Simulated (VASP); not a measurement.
# CaI (P-6m2) in VASP: a series of runs

Runs on CaI. Level: PBE. Tasks: single point.

Everything below comes from runs of VASP 6.6.1. Logs are shortened: lines on timing, memory, paths and dates and some standing lists are left out, and cuts for length are marked.

### Step 1. Starting point

It takes space group P-6m2 (No. 187, hexagonal). Conventional cell: a = 3.902 Å, b = 3.902 Å, c = 5.168 Å, α = 90.00°, β = 90.00°, γ = 120.00°. Ca (site symmetry -6m2) is surrounded by 6 I at 3.43 Å and 6 Ca at 3.90 Å. I (site symmetry -6m2) is surrounded by 6 Ca at 3.43 Å and 6 I at 3.90 Å.

The cell comes from a database or a generator and needn't be the stable form of this composition.

### Step 2. Single point, PBE

INCAR reads:

```
PREC = Accurate
ENCUT = 520
EDIFF = 1E-7
ISMEAR = 0
SIGMA = 0.15
LREAL = F
LASPH = T
NELM = 100
ALGO = Fast
ISIF = 2
LWAVE = F
LCHARG = T
GGA = PE
LELF = T
LVHAR = T
NBANDS = 16
```

KPOINTS reads:

```
Automatic mesh
0
Gamma
  15 15 12
```

POSCAR reads:

```
CaI
1.0
    3.9023074613      0.0000000000      0.0000000000
   -1.9511537307      3.3794973949      0.0000000000
    0.0000000000      0.0000000000      5.1676756385
Ca I
1 1
Direct
    0.0000000000      0.0000000000      0.5000000000
    0.6666666667      0.3333333333      0.0000000000
```

Potentials or basis: VASP PAW PBE potentials, release 64 (Ca_sv, I).

Run with:

```
$ cat potpaw_PBE.64/Ca_sv/POTCAR potpaw_PBE.64/I/POTCAR > POTCAR
$ mpirun -np 1 vasp_std > vasp.out
```

OUTCAR:

```text
PREC = Accurate
   ENCUT = 520
   EDIFF = 1E-7
   ISMEAR = 0
   LREAL = F
   LASPH = T
   NELM = 100
   ISIF = 2
   GGA = PE

 ion  position               nearest neighbor table
   1  0.000  0.000  0.500-
   2  0.667  0.333  0.000-

  LATTYP: Found a hexagonal cell.
 ALAT       =     3.9023074613
 C/A-ratio  =     1.3242615272

  Lattice vectors:

 A1 = (   3.9023074613,   0.0000000000,   0.0000000000)
 A2 = (  -1.9511537307,   3.3794973949,   0.0000000000)
 A3 = (   0.0000000000,   0.0000000000,   5.1676756385)

Analysis of symmetry for initial positions (statically):
=====================================================================
 Subroutine PRICEL returns:
 Original cell was already a primitive cell.

 Routine SETGRP: Setting up the symmetry group for a
 hexagonal supercell.

 Subroutine GETGRP returns: Found 12 space group operations
 (whereof 12 operations were pure point group operations)
 out of a pool of 24 trial point group operations.

The static configuration has the point symmetry D_3h.

Analysis of symmetry for dynamics (positions and initial velocities):
=====================================================================
 Subroutine PRICEL returns:
 Original cell was already a primitive cell.

 Routine SETGRP: Setting up the symmetry group for a
 hexagonal supercell.

 Subroutine GETGRP returns: Found 12 space group operations
 (whereof 12 operations were pure point group operations)
 out of a pool of 24 trial point group operations.

The dynamic configuration has the point symmetry D_3h.

 Subroutine INISYM returns: Found 12 space group operations
 (whereof 12 operations are pure point group operations),
 and found     1 'primitive' translations

----------------------------------------------------------------------------------------

                                     Primitive cell

  volume of cell :      68.1505

  direct lattice vectors                    reciprocal lattice vectors
     3.902307461  0.000000000  0.000000000     0.256258639  0.147950994  0.000000000
    -1.951153731  3.379497395  0.000000000     0.000000000  0.295901989  0.000000000
     0.000000000  0.000000000  5.167675638     0.000000000  0.000000000  0.193510597

  length of vectors
     3.902307461  3.902307461  5.167675638     0.295901989  0.295901989  0.193510597

  position of ions in fractional coordinates (direct lattice)
[... 79 lines left out ...]
   EDIFF  = 0.1E-06   stopping-criterion for ELM
   LREAL  =      F    real-space projection
   EDIFFG = 0.1E-05   stopping-criterion for IOM
   NSW    =      0    number of steps for IOM
   IBRION =     -1    ionic relax: 0-MD 1-quasi-New 2-CG
   NFREE  =      0    steps in history (QN), initial steepest desc. (CG)
   ISIF   =      2    stress and relaxation
   ISYM   =      2    0-nonsym 1-usesym 2-fastsym
   POTIM  = 0.5000    time-step for ionic-motion
   TEBEG  =    0.0;   TEEND  =   0.0 temperature during run
   PSTRESS=    0.0 pullay stress
   NELECT =      17.0000    total number of electrons
   NUPDOWN=      -1.0000    fix difference up-down
   EMIN   =  10.00;   EMAX   =-10.00  energy-range for DOS
   EFERMI =   0.00;   METHOD = LEGACY
   ISMEAR =     0;   SIGMA  =   0.15  broadening in eV -4-tet -1-fermi 0-gaus
   EFERMI_NEDOS =   21; number of points for ismear=-14 and -15
   IALGO  =     68    algorithm
   IMIX   =      4    mixing-type and parameters
     AMIX     =   0.40;   BMIX     =  1.00
     AMIX_MAG =   1.60;   BMIX_MAG =  1.00
  volume/ion in A,a.u.               =      34.08       229.95
  Fermi-wavevector in a.u.,A,eV,Ry     =   1.030548  1.947453 14.449782  1.062029
  Thomas-Fermi vector in A             =   2.164652
   LORBIT       =      0    0 simple, 1 ext, 2 COOP (PROOUT), +10 PAW based schemes
   GGA     = PE    functional components
   LHFCALC =     F    Hartree Fock is set to
   AEXX    =    0.0000 exact exchange contribution
   IVDW    =     0    specifies the selected vdW correction
   LEPSILON=     F    determine dielectric tensor
   LRPA    =     F    only Hartree local field effects (RPA)
 non-spin polarized calculation
 RMM-DIIS sequential band-by-band and
 Gauss-broadening in eV      SIGMA  =   0.15
  energy-cutoff  :      520.00
  volume of cell :       68.15
 maximum number of plane-waves:      1855
 NGX is ok and might be reduce to    30

 number of electron      17.0000000 magnetization

 Free energy of the ion-electron system (eV)
  ---------------------------------------------------
  ext. energy  EPLUGINS =         0.00000000
  ---------------------------------------------------
  free energy    TOTEN  =        -5.24030073 eV

  energy without entropy =       -5.21135201  energy(sigma->0) =       -5.22582637

 E-fermi :   5.1935     XC(G=0):  -8.7201

 val. band max:        5.1920406257   @ k =   0.2000   0.1333   0.2500
 cond. band min:       5.1965787089   @ k =   0.2667   0.1333   0.5000
 fundamental gap:      0.0045380832
 Fermi energy:         5.1935198785

 k-point     1 :       0.0000    0.0000    0.0000
  band No.  band energies     occupation
      1     -37.1288      2.00000
      2     -18.1548      2.00000
      3     -18.0713      2.00000
      4     -18.0713      2.00000
      5      -9.3156      2.00000
      6       0.3847      2.00000
[... 433 lines left out ...]
      3     -18.1349      2.00000
      4     -18.1229      2.00000
      5      -8.5176      2.00000
      6      -0.3290      2.00000
[... 8 lines left out ...]
     15       9.8874      0.00000
     16      10.0858      0.00000

 [... further k-points ...]

------------------------ aborting loop because EDIFF is reached ----------------------------------------

  FORCE on cell =-STRESS in cart. coord.  units (eV):
  Direction    XX          YY          ZZ          XY          YZ          ZX
  --------------------------------------------------------------------------------------
  -------------------------------------------------------------------------------------
  Total        1.3002986      1.3002986     -1.8060131     -0.0000000     -0.0000000      0.0000000
  in kB       30.5692542     30.5692542    -42.4583019     -0.0000000     -0.0000000      0.0000000
  external PRESSURE =       6.2267355 kB  Pullay stress =       0.0000000 kB

 VOLUME and BASIS-vectors are now :
 -----------------------------------------------------------------------------
  energy-cutoff  :      520.00
  volume of cell :       68.15
      direct lattice vectors                 reciprocal lattice vectors
     3.902307461  0.000000000  0.000000000     0.256258639  0.147950994  0.000000000
    -1.951153731  3.379497395  0.000000000     0.000000000  0.295901989  0.000000000
     0.000000000  0.000000000  5.167675638     0.000000000  0.000000000  0.193510597

 POSITION                                       TOTAL-FORCE (eV/Angst)
 -----------------------------------------------------------------------------------
      0.00000      0.00000      2.58384         0.000000      0.000000      0.000000
      1.95115      1.12650      0.00000        -0.000000     -0.000000      0.000000
 -----------------------------------------------------------------------------------
    total drift:                               -0.000000      0.000000      0.000000

  FREE ENERGIE OF THE ION-ELECTRON SYSTEM (eV)
  ---------------------------------------------------
  free  energy   TOTEN  =        -5.2403007303 eV

  energy  without entropy=       -5.2113520137  energy(sigma->0) =       -5.22582637
```

stdout:

```text
POSCAR found type information on POSCAR CaI
 POSCAR found :  2 types and       2 ions
 scaLAPACK will be used
 LDA part: xc-table for (Slater+PW92), standard interpolation
 POSCAR, INCAR and KPOINTS ok, starting setup
 FFT: planning ... GRIDC
 FFT: planning ... GRID_SOFT
 FFT: planning ... GRID
 WAVECAR not read
 entering main loop
WARNING in EDDRMM: call to ZHEGV failed, returncode =   8  4     15
WARNING in EDDRMM: call to ZHEGV failed, returncode =   8  4     10
WARNING in EDDRMM: call to ZHEGV failed, returncode =   8  4     16
WARNING in EDDRMM: call to ZHEGV failed, returncode =   6  3      8
WARNING in EDDRMM: call to ZHEGV failed, returncode =   6  3     10
WARNING in EDDRMM: call to ZHEGV failed, returncode =   6  3      6
WARNING in EDDRMM: call to ZHEGV failed, returncode =   8  4      6
WARNING in EDDRMM: call to ZHEGV failed, returncode =   8  4      9
WARNING in EDDRMM: call to ZHEGV failed, returncode =   8  4      6
WARNING in EDDRMM: call to ZHEGV failed, returncode =   8  4      6
WARNING in EDDRMM: call to ZHEGV failed, returncode =   8  4      6
WARNING in EDDRMM: call to ZHEGV failed, returncode =   6  3     11
WARNING in EDDRMM: call to ZHEGV failed, returncode =   8  4     10
WARNING in EDDRMM: call to ZHEGV failed, returncode =   6  3      8
WARNING in EDDRMM: call to ZHEGV failed, returncode =   8  4     13
 num prob WARNING in EDDRMM: call to ZHEGV failed, returncode =   8  4     15
 num prob  num prob  num prob  num prob  num prob  num prob  num prob  num prob  num prob WARNING in EDDRMM: call to ZHEGV failed, returncode =   8  4     14
 num prob  num prob RMM:  15    -0.524030073025E+01    0.91565E-07   -0.52198E-07  7896   0.366E-03
```

Run time: 1.7 min. Hardware: 1 thread of Intel Xeon 6975P-C (Granite Rapids), shared host; peak memory 0.35 GiB.

What came out:

- Free energy: -5.2403 eV
- Pressure: 0.6 GPa
- Band gap on the k mesh: none (metal or under the smearing width)

Caveat: an odd number of electrons without spin polarisation forces a metal; a magnetic or distorted state may lie lower. Spin-orbit coupling is left out, which matters for the levels of I.

### Step 3. Single point, PBE

This run uses another cell than the first one, of the same volume but with other edges.

INCAR reads:

```
PREC = Accurate
ENCUT = 520
EDIFF = 1E-6
ISMEAR = 0
SIGMA = 0.15
LREAL = F
LASPH = T
NELM = 100
ALGO = Fast
ISIF = 2
LWAVE = F
LCHARG = F
GGA = PE
NBANDS = 16
```

KPOINTS reads:

```
regular mesh
0
Gamma
  15 15 12
```

POSCAR reads:

```
CaI
1.0
    4.0171465102      0.0000000000      0.0000000000
   -2.0085732551      3.4789509286      0.0000000000
    0.0000000000      0.0000000000      4.8764398584
Ca I
1 1
Direct
    0.0000000000      0.0000000000      0.5000000000
    0.6666666667      0.3333333333      0.0000000000
```

Potentials or basis: VASP PAW PBE potentials, release 64 (Ca_sv, I).

Run with:

```
$ cat potpaw_PBE.64/Ca_sv/POTCAR potpaw_PBE.64/I/POTCAR > POTCAR
$ mpirun -np 1 vasp_std > vasp.out
```

OUTCAR:

```text
PREC = Accurate
   ENCUT = 520
   EDIFF = 1E-6
   ISMEAR = 0
   LREAL = F
   LASPH = T
   NELM = 100
   ISIF = 2
   GGA = PE

 ion  position               nearest neighbor table
   1  0.000  0.000  0.500-   2 3.37   2 3.37   2 3.37   2 3.37   2 3.37   2 3.37
   2  0.667  0.333  0.000-   1 3.37   1 3.37   1 3.37   1 3.37   1 3.37   1 3.37

  LATTYP: Found a hexagonal cell.
 ALAT       =     4.0171465102
 C/A-ratio  =     1.2139064000

  Lattice vectors:

[... 643 lines left out ...]

 [... further k-points ...]

------------------------ aborting loop because EDIFF is reached ----------------------------------------

  FORCE on cell =-STRESS in cart. coord.  units (eV):
  Direction    XX          YY          ZZ          XY          YZ          ZX
  --------------------------------------------------------------------------------------
  -------------------------------------------------------------------------------------
  Total        0.5516584      0.5516584     -0.8174670     -0.0000000      0.0000000      0.0000000
  in kB       12.9691640     12.9691640    -19.2181663     -0.0000000      0.0000000      0.0000000
  external PRESSURE =       2.2400539 kB  Pullay stress =       0.0000000 kB

 VOLUME and BASIS-vectors are now :
 -----------------------------------------------------------------------------
  energy-cutoff  :      520.00
  volume of cell :       68.15
      direct lattice vectors                 reciprocal lattice vectors
     4.017146510  0.000000000  0.000000000     0.248932917  0.143721487  0.000000000
    -2.008573255  3.478950929  0.000000000     0.000000000  0.287442974  0.000000000
     0.000000000  0.000000000  4.876439858     0.000000000  0.000000000  0.205067637

 POSITION                                       TOTAL-FORCE (eV/Angst)
 -----------------------------------------------------------------------------------
      0.00000      0.00000      2.43822         0.000000     -0.000000      0.000000
      2.00857      1.15965      0.00000        -0.000000      0.000000      0.000000
 -----------------------------------------------------------------------------------
    total drift:                               -0.000000      0.000000      0.000000

  FREE ENERGIE OF THE ION-ELECTRON SYSTEM (eV)
  ---------------------------------------------------
  free  energy   TOTEN  =        -5.3696464992 eV

  energy  without entropy=       -5.3397219634  energy(sigma->0) =       -5.35468423
```

stdout:

```text
POSCAR found type information on POSCAR CaI
 POSCAR found :  2 types and       2 ions
 scaLAPACK will be used
 LDA part: xc-table for (Slater+PW92), standard interpolation
 POSCAR, INCAR and KPOINTS ok, starting setup
 FFT: planning ... GRIDC
 FFT: planning ... GRID_SOFT
 FFT: planning ... GRID
 WAVECAR not read
 entering main loop
WARNING in EDDRMM: call to ZHEGV failed, returncode =   8  4     14
```

It took 75 s on 1 thread of Intel Xeon 6975P-C (Granite Rapids), shared host; peak memory 0.34 GiB.

What came out:

```
Free energy            : -5.3696 eV
Pressure               : 0.2 GPa
Band gap on the k mesh : none (metal or under the smearing width)
```

Caveat: an odd number of electrons without spin polarisation forces a metal; a magnetic or distorted state may lie lower. Spin-orbit coupling is left out, which matters for the levels of I.

### Step 4. Single point, PBE

This run uses another cell than the first one, of the same volume but with other edges.

INCAR is that of step 3.

KPOINTS reads:

```
Automatic mesh
0
Gamma
  15 15 12
```

POSCAR reads:

```
CaI
1.0
    4.3776623142      0.0000000000      0.0000000000
   -2.1888311571      3.7911667733      0.0000000000
    0.0000000000      0.0000000000      4.1063285955
Ca I
1 1
Direct
    0.0000000000      0.0000000000      0.5000000000
    0.6666666667      0.3333333333      0.0000000000
```

Potentials or basis: VASP PAW PBE potentials, release 64 (Ca_sv, I).

Run with:

```
$ cat potpaw_PBE.64/Ca_sv/POTCAR potpaw_PBE.64/I/POTCAR > POTCAR
$ mpirun -np 1 vasp_std > vasp.out
```

OUTCAR:

```text
PREC = Accurate
   ENCUT = 520
   EDIFF = 1E-6
   ISMEAR = 0
   LREAL = F
   LASPH = T
   NELM = 100
   ISIF = 2
   GGA = PE

 ion  position               nearest neighbor table
   1  0.000  0.000  0.500-   2 3.26   2 3.26   2 3.26   2 3.26   2 3.26   2 3.26
   2  0.667  0.333  0.000-   1 3.26   1 3.26   1 3.26   1 3.26   1 3.26   1 3.26

  LATTYP: Found a hexagonal cell.
 ALAT       =     4.3776623142
 C/A-ratio  =     0.9380185818

  Lattice vectors:

 A1 = (   4.3776623142,   0.0000000000,   0.0000000000)
 A2 = (  -2.1888311571,   3.7911667733,   0.0000000000)
 A3 = (   0.0000000000,   0.0000000000,   4.1063285955)

Analysis of symmetry for initial positions (statically):
=====================================================================
 Subroutine PRICEL returns:
 Original cell was already a primitive cell.

 Routine SETGRP: Setting up the symmetry group for a
 hexagonal supercell.

 Subroutine GETGRP returns: Found 12 space group operations
 (whereof 12 operations were pure point group operations)
 out of a pool of 24 trial point group operations.

[... 164 lines left out ...]

 E-fermi :   5.7763     XC(G=0):  -8.6695

 val. band max:        5.7733629204   @ k =   0.3333   0.1333   0.0833
 cond. band min:       5.7843860781   @ k =   0.3333   0.2667   0.5000
 fundamental gap:      0.0110231576
 Fermi energy:         5.7763448176

 k-point     1 :       0.0000    0.0000    0.0000
  band No.  band energies     occupation
      1     -36.6971      2.00000
      2     -17.7419      2.00000
      3     -17.7035      2.00000
      4     -17.7035      2.00000
      5      -9.6469      2.00000
      6       1.2644      2.00000
[... 433 lines left out ...]
      3     -17.7347      2.00000
      4     -17.7233      2.00000
      5      -9.2646      2.00000
      6      -0.6230      2.00000
[... 8 lines left out ...]
     15      10.0631      0.00000
     16      11.5815      0.00000

 [... further k-points ...]

------------------------ aborting loop because EDIFF is reached ----------------------------------------

  FORCE on cell =-STRESS in cart. coord.  units (eV):
  Direction    XX          YY          ZZ          XY          YZ          ZX
  --------------------------------------------------------------------------------------
  -------------------------------------------------------------------------------------
  Total       -0.5977857     -0.5977857      0.9242642     -0.0000000     -0.0000000      0.0000000
  in kB      -14.0535887    -14.0535887     21.7289057     -0.0000000     -0.0000000      0.0000000
  external PRESSURE =      -2.1260905 kB  Pullay stress =       0.0000000 kB

 VOLUME and BASIS-vectors are now :
 -----------------------------------------------------------------------------
  energy-cutoff  :      520.00
  volume of cell :       68.15
      direct lattice vectors                 reciprocal lattice vectors
     4.377662314  0.000000000  0.000000000     0.228432421  0.131885520  0.000000000
    -2.188831157  3.791166773  0.000000000     0.000000000  0.263771039  0.000000000
     0.000000000  0.000000000  4.106328595     0.000000000  0.000000000  0.243526541

 POSITION                                       TOTAL-FORCE (eV/Angst)
 -----------------------------------------------------------------------------------
      0.00000      0.00000      2.05316         0.000000      0.000000      0.000000
      2.18883      1.26372      0.00000        -0.000000      0.000000      0.000000
 -----------------------------------------------------------------------------------
    total drift:                               -0.000000      0.000000      0.000000

  FREE ENERGIE OF THE ION-ELECTRON SYSTEM (eV)
  ---------------------------------------------------
  free  energy   TOTEN  =        -5.3104651987 eV

  energy  without entropy=       -5.2775881043  energy(sigma->0) =       -5.29402665
```

OSZICAR:

```text
N       E                     dE             d eps       ncg     rms          rms(c)
DAV:   1     0.118340628276E+03    0.11834E+03   -0.75782E+03  6048   0.905E+02
DAV:   2     0.162726437074E+01   -0.11671E+03   -0.11242E+03  7616   0.243E+02
DAV:   3    -0.526649709932E+01   -0.68938E+01   -0.68373E+01 11496   0.493E+01
DAV:   4    -0.537706559881E+01   -0.11057E+00   -0.11042E+00  6816   0.630E+00
DAV:   5    -0.538072892050E+01   -0.36633E-02   -0.36628E-02  9912   0.873E-01    0.419E+00
RMM:   6    -0.530729446646E+01    0.73434E-01   -0.99096E-02  6746   0.211E+00    0.272E+00
RMM:   7    -0.531036203712E+01   -0.30676E-02   -0.73112E-02  7731   0.198E+00    0.816E-01
RMM:   8    -0.531001284827E+01    0.34919E-03   -0.17614E-02  7361   0.138E+00    0.742E-02
RMM:   9    -0.531036550429E+01   -0.35266E-03   -0.33599E-03  9047   0.597E-01    0.492E-02
RMM:  10    -0.531044784271E+01   -0.82338E-04   -0.68219E-04  9409   0.257E-01    0.200E-02
RMM:  11    -0.531046031931E+01   -0.12477E-04   -0.11976E-04  9518   0.101E-01    0.137E-02
RMM:  12    -0.531046437935E+01   -0.40600E-05   -0.34192E-05  9758   0.522E-02    0.523E-03
RMM:  13    -0.531046519873E+01   -0.81938E-06   -0.84393E-06  8368   0.222E-02
   1 F= -.53104652E+01 E0= -.52940267E+01  d E =-.328771E-01
```

stdout:

```text
POSCAR found type information on POSCAR CaI
 POSCAR found :  2 types and       2 ions
 scaLAPACK will be used
 LDA part: xc-table for (Slater+PW92), standard interpolation
 POSCAR, INCAR and KPOINTS ok, starting setup
 FFT: planning ... GRIDC
 FFT: planning ... GRID_SOFT
 FFT: planning ... GRID
 WAVECAR not read
 entering main loop
WARNING in EDDRMM: call to ZHEGV failed, returncode =   8  4     10
```

Run time: 74 s. Hardware: 1 thread of Intel Xeon 6975P-C (Granite Rapids), shared host; peak memory 0.35 GiB.

What came out:

| Item | Value |
| --- | --- |
| Free energy | -5.3105 eV |
| Pressure | -0.2 GPa |
| Band gap on the k mesh | none (metal or under the smearing width) |

Levels at points of the mesh, in eV from the Fermi level:
```csv
k point,band 6,band 7,band 8,band 9,band 10,band 11,band 12,band 13
"(0.00, 0.00, 0.00)",-4.51,-4.51,-4.36,-0.91,-0.26,2.17,2.17,2.36
"(0.00, 0.00, 0.50)",-6.88,-4.25,-4.25,1.14,1.14,1.65,1.66,1.66
```

Caveat: an odd number of electrons without spin polarisation forces a metal; a magnetic or distorted state may lie lower. The run has no spin-orbit coupling, so splittings on I are missing.
